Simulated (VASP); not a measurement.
Given:

```
CELL_PARAMETERS angstrom
      0.00000     2.94573     2.94573
      2.94573     0.00000     2.94573
      2.94573     2.94573     0.00000
ATOMIC_POSITIONS crystal
  In 0.00000 0.00000 0.00000
  P  0.25000 0.25000 0.25000
```

Calculation: optB88-vdW, VASP's PBE PAW potentials (set 64) (plane waves; VASP). Numerical set-up: 520 eV cut-off, 8×8×8 Γ-centred mesh, Gaussian smearing of 0.050 eV, potentials In_d P.

Q: Give the stress tensor in GPa (positive for a compressed cell).

A: 
```
1.96  0.00  0.00
0.00  1.96  0.00
0.00  0.00  1.96
```
The pressure is its mean diagonal, 1.96 GPa.

The compound is InP in the zinc blende structure. This cell is one point of a volume scan, at 0.97 of the reference volume.
